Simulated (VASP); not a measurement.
```xyz
5
Lattice="5.8850 0.0000 0.0000 0.0000 5.8850 0.0000 0.0000 0.0000 5.8850" Properties=species:S:1:pos:R:3 pbc="T T T"
Cs     0.0000     0.0000     0.0000
Pb     2.9425     2.9425     2.9425
Br     2.9425     0.0000     2.9425
Br     0.0000     2.9425     2.9425
Br     2.9425     2.9425     0.0000
```

These are r2SCAN meta-GGA, VASP's PBE PAW potentials (set 64) (plane waves; VASP) values and carry that method's errors. Numerical set-up: 520 eV cut-off, 4×4×4 Γ-centred mesh, Gaussian smearing of 0.050 eV, potentials Cs_sv Pb_d Br.

Unless said otherwise, spin-orbit coupling is left out, though it shifts the bands of the heavy elements here.

Q: Predict the energy per atom (σ→0), band gap (on the k-mesh) with the smallest direct gap where there is one.

A: 
```yaml
band gap (on the k-mesh): 1.93 eV
smallest direct gap (on the k-mesh): 1.93 eV
energy per atom (σ→0): -25.689 eV/atom
```

The absolute energy has meaning only against runs of the same code, potentials and settings.

The compound is CsPbBr3 in the cubic perovskite structure, the ideal cubic form; the compound distorts at low or room temperature. This cell is one point of a volume scan, at 0.97 of the reference volume.
